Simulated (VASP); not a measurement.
Method: LDA (Ceperley-Alder, Perdew-Zunger), VASP's LDA PAW potentials (set 64) (plane waves; VASP).

VASP ran on this input.

### POSCAR
```
CuI
1
    0.0000000000     2.9333838972     2.9333838972
    2.9333838972     0.0000000000     2.9333838972
    2.9333838972     2.9333838972     0.0000000000
Cu I
1 1
Direct
  0.0000000000   0.0000000000   0.0000000000
  0.2500000000   0.2500000000   0.2500000000
```

### KPOINTS
```
K-points
0
gamma
 8 8 8
```

### INCAR
```
SYSTEM = CuI
PREC = Accurate
ENCUT = 520
EDIFF = 1E-7
NELM = 100
ALGO = Normal
LREAL = .FALSE.
LASPH = .TRUE.
ISMEAR = 0
SIGMA = 0.05
LMAXMIX = 4
LWAVE = .FALSE.
LCHARG = .FALSE.
ISIF = 2
```

POTCAR, in this order: Cu I (LDA.64 set). Program: vasp_std.

Question: What will the output report for the number of irreducible k-points (NKPTS), largest plane-wave count, number of space-group operations, FFT grid (NGX, NGY, NGZ)?

Answer: 
```
Property                                      Result
--------------------------------------  ------------
number of irreducible k-points (NKPTS)            29
largest plane-wave count                        1380
number of space-group operations                  24
FFT grid (NGX, NGY, NGZ)                32 × 32 × 32
```

The compound is CuI in the zinc blende structure. It was relaxed first, which changed the volume by -9 %.
